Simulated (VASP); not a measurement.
Consider the following.

```xyz
2
Lattice="0.0000 2.7846 2.7846 2.7846 0.0000 2.7846 2.7846 2.7846 0.0000" Properties=species:S:1:pos:R:3 pbc="T T T"
Mg     0.0000     0.0000     0.0000
Se     2.7846     2.7846     2.7846
```

Calculation: PBE GGA, VASP's PBE PAW potentials (set 64) (plane waves; VASP). Run with 400 eV cut-off, 6×6×6 Γ-centred mesh, Gaussian smearing of 0.050 eV, potentials Mg Se.

### Question
Give the stress tensor in GPa (positive for a compressed cell).

### Answer

```
-1.98   0.00   0.00
 0.00  -1.98   0.00
 0.00   0.00  -1.98
```
The pressure is its mean diagonal, -1.98 GPa.

The compound is MgSe in the rock salt structure. The cell was not relaxed at this level.
